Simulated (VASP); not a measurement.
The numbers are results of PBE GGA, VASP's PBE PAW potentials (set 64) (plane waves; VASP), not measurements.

The input files of a VASP run:

**INCAR**
```
SYSTEM  =  Li
PREC  =  Accurate; ENCUT  =  520; LREAL  =  .False.
LASPH  =  .True.
EDIFF  =  1E-6; NELM  =  100; ALGO  =  Normal
ISMEAR  =  1; SIGMA  =  0.1
GGA  =  PE
ISIF  =  2
LWAVE  =  .False.; LCHARG  =  .False.
```

KPOINTS:
```
Automatic mesh
0
Gamma
11 11 11
0 0 0
```

POSCAR:
```
Li
1
   -1.7799000000     1.7799000000     1.7799000000
    1.7799000000    -1.7799000000     1.7799000000
    1.7799000000     1.7799000000    -1.7799000000
Li
1
Direct
  0.0000000000   0.0000000000   0.0000000000
```

POTCAR, in this order: Li_sv (PBE.64 set). Program: vasp_std.

The resulting files:

### OSZICAR
```
       N       E                     dE             d eps       ncg     rms          rms(c)
DAV:   1     0.695166205275E+00    0.69517E+00   -0.70312E+02   560   0.415E+02
DAV:   2    -0.175656596767E+01   -0.24517E+01   -0.23220E+01   820   0.602E+01
DAV:   3    -0.189650702826E+01   -0.13994E+00   -0.13958E+00   715   0.975E+00
DAV:   4    -0.190031645956E+01   -0.38094E-02   -0.38094E-02   735   0.157E+00
DAV:   5    -0.190033923967E+01   -0.22780E-04   -0.22780E-04   735   0.138E-01    0.276E-01
DAV:   6    -0.189918223978E+01    0.11570E-02   -0.26055E-04   900   0.119E-01    0.157E-01
DAV:   7    -0.189858573875E+01    0.59650E-03   -0.69055E-04  1080   0.173E-01    0.278E-02
DAV:   8    -0.189858861942E+01   -0.28807E-05   -0.11901E-05   585   0.419E-02    0.627E-03
DAV:   9    -0.189858518807E+01    0.34314E-05   -0.13163E-06   500   0.164E-02    0.655E-04
DAV:  10    -0.189858419454E+01    0.99353E-06   -0.12982E-07   320   0.519E-03
   1 F= -.18985842E+01 E0= -.18983525E+01  d E =-.694981E-03
```

**OUTCAR**
```
------------------------ aborting loop because EDIFF is reached ----------------------------------------
  FORCE on cell =-STRESS in cart. coord.  units (eV):
  Direction    XX          YY          ZZ          XY          YZ          ZX
  --------------------------------------------------------------------------------------
  Total       -0.1837890     -0.1837890     -0.1837890     -0.0000000      0.0000000     -0.0000000
  in kB      -13.0551953    -13.0551953    -13.0551953     -0.0000000      0.0000000     -0.0000000
  external PRESSURE =     -13.0551953 kB  Pullay stress =       0.0000000 kB
  volume of cell :       22.56
      direct lattice vectors                 reciprocal lattice vectors
    -1.779900000  1.779900000  1.779900000     0.000000000  0.280914658  0.280914658
     1.779900000 -1.779900000  1.779900000     0.280914658  0.000000000  0.280914658
     1.779900000  1.779900000 -1.779900000     0.280914658  0.280914658  0.000000000
 POSITION                                       TOTAL-FORCE (eV/Angst)
 -----------------------------------------------------------------------------------
      0.00000      0.00000      0.00000         0.000000     -0.000000     -0.000000
 -----------------------------------------------------------------------------------
    total drift:                               -0.000000     -0.000000      0.000000
  FREE ENERGIE OF THE ION-ELECTRON SYSTEM (eV)
  ---------------------------------------------------
  free  energy   TOTEN  =        -1.8985841945 eV

  energy  without entropy=       -1.8978892131  energy(sigma->0) =       -1.89835253
```
(Selected blocks of OUTCAR.)

The compound is Li in the bcc structure. The cell was not relaxed at this level.
